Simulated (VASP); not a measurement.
Here is the system:

```
PbF2
1.0
    0.00000     2.88728     2.88728
    2.88728     0.00000     2.88728
    2.88728     2.88728     0.00000
Pb F
1 2
Direct
  0.00000   0.00000   0.00000
  0.25000   0.25000   0.25000
  0.75000   0.75000   0.75000
```

Computed with PBEsol GGA, VASP's PBE PAW potentials (set 64) (plane waves; VASP). Settings: 520 eV cut-off, 7×7×7 Γ-centred mesh, Gaussian smearing of 0.050 eV, potentials Pb_d F.

Task: Give the stress tensor in GPa (positive for a compressed cell).

Result: 
```
5.46  0.00  0.00
0.00  5.46  0.00
0.00  0.00  5.46
```
The pressure is its mean diagonal, 5.46 GPa.

The compound is PbF2 in the fluorite structure, the β form. This cell is one point of a volume scan, at 0.94 of the reference volume.
